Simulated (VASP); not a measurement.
Computed with PBEsol GGA, VASP's PBE PAW potentials (set 64) (plane waves; VASP 6.6.1).

VASP ran on this input.

**POSCAR**
```
Cs2AgBiBr6
11.184590
  0.0000000000   0.5000000119   0.5000000119
  0.5000000119   0.0000000000   0.5000000119
  0.5000000119   0.5000000119   0.0000000000
Cs Ag Bi Br
2 1 1 6
Direct
  0.7500000000   0.7500000000   0.7500000000
  0.2500000000   0.2500000000   0.2500000000
  0.5000000000   0.5000000000   0.5000000000
  0.0000000000   0.0000000000   1.0000000000
  0.7462342722   0.2537657278   0.2537657278
  0.2537657278   0.7462342722   0.7462342722
  0.2537657278   0.7462342722   0.2537657278
  0.7462342722   0.2537657278   0.7462342722
  0.2537657278   0.2537657278   0.7462342722
  0.7462342722   0.7462342722   0.2537657278
```

KPOINTS:
```
Automatic mesh
0
Gamma
4 4 4
0 0 0
```

### INCAR
```
# general
SYSTEM   =  Cs2AgBiBr6
PREC     =  Accurate
ENCUT    =  400
LREAL    =  .False.
LASPH    =  .True.

# electronic loop
EDIFF    =  1E-7
NELM     =  100
ALGO     =  Normal
LMAXMIX  =  4

# smearing
ISMEAR   =  -5

# functional
GGA      =  PS

# ions
ISIF     =  2

# output
LWAVE    =  .False.
LCHARG   =  .True.
LORBIT   =  11
NEDOS    =  601

# other
LEFG     =  .True.
```

POTCAR, in this order: Cs_sv Ag Bi_d Br (PBE.64 set). Program: vasp_std.

Unless said otherwise, spin-orbit coupling is left out, though it shifts the bands of the heavy elements here.

Problem. Estimate the energy per atom (σ→0), band gap (on the k-mesh).

Solution. 
| Quantity | Result |
|---|---|
| energy per atom (σ→0) | -3183 meV/atom |
| band gap (on the k-mesh) | 1.10 eV |

OSZICAR:
```
...
DAV:   9    -0.318246134880E+02   -0.16242E-02   -0.88655E-03   968   0.437E-01    0.127E-01
DAV:  10    -0.318249587221E+02   -0.34523E-03   -0.82344E-04  1037   0.142E-01    0.760E-02
DAV:  11    -0.318251672125E+02   -0.20849E-03   -0.25934E-04   912   0.655E-02    0.162E-02
DAV:  12    -0.318251917729E+02   -0.24560E-04   -0.26664E-05  1045   0.245E-02    0.919E-03
DAV:  13    -0.318251938650E+02   -0.20921E-05   -0.52916E-06   952   0.104E-02    0.245E-03
DAV:  14    -0.318251939835E+02   -0.11851E-06   -0.66014E-07  1000   0.376E-03    0.996E-04
DAV:  15    -0.318251940150E+02   -0.31464E-07   -0.75043E-08   600   0.131E-03
   1 F= -.31825194E+02 E0= -.31825194E+02  d E =0.000000E+00
```

The structure comes from a computed database's Cs2AgBiBr6 entry (Fm-3m); how it stands against other phases isn't given here. It was relaxed first, which changed the volume by -8 %.
